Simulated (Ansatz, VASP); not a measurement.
# Cross-check of Si13Ge3O32 (germanium-doped silica glass) between VASP and Ansatz, part 3 of 3

One calculation is typed for both programs; each brings its own data sets. How far apart do they land? Of the first pair: The structure shown is the start of the Ansatz relaxation below; VASP solves that cell, so the two are compared at the walk's first step.

VASP 6.6.1 and Ansatz 0.2.0.

So far. Step 4 (Comparison): The forces differ by 31 meV/Å r.m.s., which is 3.6 % of the r.m.s. force of 0.877 eV/Å (both taken over all components).

## 6. VASP: single point, PBE, relaxed cell, pair 2

Level of this step: PBE; plane waves and PAW (Ge_d, Si, O) (VASP).

The same cell, functional, mesh and smearing now go to VASP, with its own data sets.

INCAR

```
SYSTEM = Si13Ge3O32
PREC = Accurate
ENCUT = 600
EDIFF = 1E-06
NELM = 120
ISMEAR = -1
SIGMA = 0.05
LREAL = Auto
ALGO = Normal
GGA = PE
NBANDS = 176
LORBIT = 11
LWAVE = .FALSE.
LCHARG = .FALSE.
ISIF = 2
LASPH = .TRUE.
GGA_COMPAT = .FALSE.
EFERMI = MIDGAP
KPAR = 8
```

POSCAR

```
Si13Ge3O32
1.0
    8.1380306926      0.0929158932     -0.0469533011
    0.0929158932      8.9797161248     -0.0973921334
   -0.0469533011     -0.0973921334      8.7915091455
Ge Si O
3 13 32
Direct
    0.1938155266      0.4998499120      0.1065364110
    0.6265348458      0.8073990641      0.3681286816
    0.2584492819      0.2153921661      0.8848902377
    0.2434320339      0.7384936091      0.6830994262
    0.2746451679      0.9353247761      0.3805439815
    0.5334134311      0.2741263955      0.6606442732
    0.7545524223      0.4387974699      0.8894877464
    0.1088587128      0.2566827379      0.3614641814
    0.6479121366      0.4760349023      0.4143634054
    0.4841120558      0.6794508430      0.9519904308
    0.0133052107      0.9538106576      0.8635970687
    0.6974877349      0.9886550223      0.6682050081
    0.9803015035      0.7970699376      0.1748104453
    0.5480169821      0.0186507791      0.0001137234
    0.7817078869      0.2476100975      0.1713723997
    0.9772651924      0.4856400444      0.5986358975
    0.1192237925      0.6106585542      0.6177055406
    0.6130683180      0.3288215247      0.8229109376
    0.8866362075      0.9620474071      0.7202779258
    0.2237497676      0.1113303461      0.3999405348
    0.6527881353      0.1443359856      0.5799557010
    0.3686348146      0.6069614708      0.0805821955
    0.9398510301      0.8889078212      0.0194032030
    0.9473066939      0.1986763269      0.2658389613
    0.1965799417      0.3987567978      0.9323369135
    0.3810347207      0.1218622485      0.0214800912
    0.8372317000      0.3539183032      0.0336517871
    0.5574476834      0.6244496738      0.3469883110
    0.8271898151      0.5303963686      0.4807755145
    0.6644219892      0.5951029095      0.9413470026
    0.2090356412      0.3790732751      0.2628072449
    0.6888066405      0.0995346009      0.1053851468
    0.6553372115      0.8436768144      0.5640034021
    0.5222084164      0.8424062675      0.0311930968
    0.4059375293      0.6744811097      0.7767780670
    0.0584577179      0.3324548519      0.5262451782
    0.0715974344      0.1239930248      0.8872127884
    0.5283915410      0.4128626313      0.5450264617
    0.0196733919      0.6200349461      0.1313489684
    0.3484639122      0.2197827600      0.7022450146
    0.4636404340      0.9304196075      0.3152548217
    0.8957829821      0.4635361007      0.7644028368
    0.1623021477      0.8415782130      0.8170875023
    0.6618689583      0.3465744577      0.2828358860
    0.5885987593      0.0086902527      0.8198102826
    0.2824196031      0.8451536310      0.5406601454
    0.1428050173      0.8591111980      0.2638246625
    0.8184199268      0.8218871054      0.2808015567
```

KPOINTS

```
Automatic mesh
0
Gamma
2 2 2
0 0 0
```

PAW data sets: Ge_d, Si and O (PBE family, release 64).

On the command line:

```sh
$ mpirun -np 8 vasp_std
```

Numbers of over 12 decimals in the logs are rounded to 6 here.

The log of the run:

```text
[banner, memory and clock lines left out]
running    8 mpi-ranks, on    1 nodes
[...]
[... a notice as in an earlier step ...]

 LDA part: xc-table for (Slater+PW92), standard interpolation
 POSCAR, INCAR and KPOINTS ok, starting setup
[...]
entering main loop
       N       E                     dE             d eps       ncg     rms          rms(c)
DAV:   1     0.401214228500E+04    0.40121E+04   -0.13889E+05  4360   0.247E+03
DAV:   2     0.552013736261E+03   -0.34601E+04   -0.31351E+04  3424   0.877E+02
DAV:   3    -0.327560465249E+03   -0.87957E+03   -0.85876E+03  3112   0.266E+02
DAV:   4    -0.410451180598E+03   -0.82891E+02   -0.82213E+02  3392   0.966E+01
[...]
DAV:  14    -0.363391360557E+03   -0.28629E-04   -0.60261E-05  3264   0.309E-02    0.173E-02
DAV:  15    -0.363391364819E+03   -0.42614E-05   -0.15036E-05  3472   0.162E-02    0.794E-03
DAV:  16    -0.363391364945E+03   -0.12662E-06   -0.64834E-06  3248   0.979E-03
   1 F= -.36339136E+03 E0= -.36339136E+03  d E =-.778721E-19
```

Parts of OUTCAR (step 6):

```text
  Total       -1.5144504     -1.3457176     -1.4924598     -0.2527714      0.1171351      0.0012071
  in kB       -3.7777794     -3.3568773     -3.7229241     -0.6305353      0.2921922      0.0030112
  external PRESSURE =      -3.6191936 kB  Pullay stress =       0.0000000 kB

 POSITION                                       TOTAL-FORCE (eV/Angst)
 -----------------------------------------------------------------------------------
      1.61872      4.49614      0.87883         0.020044      0.023701      0.024056
      5.15650      7.27258      3.12835         0.009496     -0.007058     -0.010061
      2.08173      1.87199      7.74641        -0.042058      0.006460      0.006762
      2.01760      6.58755      5.92212         0.002457     -0.011251     -0.028989
      2.30411      8.38741      3.24157        -0.002390      0.027492     -0.009081
      4.33539      2.44680      5.75632        -0.018389      0.026122     -0.021026
      6.13958      3.92376      7.74178         0.040110      0.032220      0.006172
      0.89277      2.27985      3.14771         0.036180     -0.021251      0.019628
      5.29750      4.29450      3.56610        -0.040761     -0.000741     -0.020728
      3.95815      6.05354      8.28053         0.028420      0.004750      0.020914
      0.15635      8.48208      7.49880        -0.004020     -0.006938      0.014322
      5.73666      8.87757      5.74549         0.008510     -0.022624      0.007339
      8.04358      7.23152      1.41319        -0.011576      0.010502      0.009607
      4.46151      0.21839     -0.02655         0.010502     -0.018030      0.038930
[...]
-----------------------------------------------------------------------------------
    total drift:                                0.001278      0.002719      0.005415

  FREE ENERGIE OF THE ION-ELECTRON SYSTEM (eV)
  ---------------------------------------------------
  free  energy   TOTEN  =      -363.3913649453 eV

  energy  without entropy=     -363.3913649453  energy(sigma->0) =     -363.39136495

[... 1 part as in an earlier step ...]

[... 2 further parts left out ...]
[key lines of the parts left out:]
E-fermi :   3.0561
```

The run ends at a pressure of -0.36 GPa, with forces up to 0.11 eV/Å.

## 7. Side by side

What differs besides the data sets and the points named for the pairs above, as far as they apply: the cutoff is 420 eV in Ansatz and 600 eV in VASP (PREC = Accurate, projectors in real space); Ansatz's pressure holds a Pulay correction, VASP's none. Total energies have different zeros and are not compared.

The two programs side by side:

```csv
quantity,Ansatz,VASP,difference
pressure (GPa),-0.08,-0.36,+0.28
gap on the k mesh (eV),4.354,4.339,+0.015
```

Forces on 8 of the 48 atoms, those with the largest forces and the largest differences (eV/Å; atoms numbered as in POSCAR):

```csv
atom,"Ansatz x, y, z","VASP x, y, z"
O22,"-0.014, -0.008, -0.003","-0.089, -0.059, 0.002"
O26,"-0.003, 0.004, -0.003","-0.047, 0.040, -0.046"
O28,"0.000, 0.004, 0.002","0.021, 0.082, 0.003"
O31,"0.000, 0.008, -0.007","-0.012, 0.054, -0.064"
O33,"0.007, -0.006, 0.003","-0.005, -0.020, -0.074"
O37,"-0.001, 0.003, 0.007","0.077, 0.045, 0.006"
O41,"0.001, -0.009, 0.005","0.061, -0.042, 0.013"
O48,"0.009, 0.006, -0.008","-0.066, -0.007, 0.024"
```

The forces differ by 26 meV/Å r.m.s., where the r.m.s. force is 0.007 eV/Å in Ansatz and 0.026 eV/Å in VASP: the atoms lie near their places of rest in Ansatz, so a percentage would say little (all taken over all components). A gap on the mesh is an upper bound, since the band edges may lie between its points.

## 8. What came out

```json
{"r.m.s. force difference (single point, PBE, start cell, pair 1)": "3.6 % of the r.m.s. force", "r.m.s. force difference (single point, PBE, relaxed cell, pair 2)": "26 meV/Å"}
```

**Reading.** The r.m.s. force difference is 26 meV/Å (single point, PBE, relaxed cell, pair 2), beyond the 12 meV/Å picked in this series as the mark of a large difference. What causes the difference of the single point, PBE, start cell, pair 1 pair stays open here. What causes the difference of the single point, PBE, relaxed cell, pair 2 pair stays open here. Such differences can come from data sets, numerical settings and the points named under the comparisons, not from the functional's error against experiment.

[Lines on the potential files, build, host, timing and source positions are cut from VASP's logs without a mark.]

[Logs are printed without paths, hosts, clocks, repeated set-up lines and the standing remarks that a program may print on its own settings, such as how far it seeks lower states.]

[Hosts, paths, dates, database ids (printed as entryN), source tags and the programs' standing remarks are cut or masked in the printed files.]
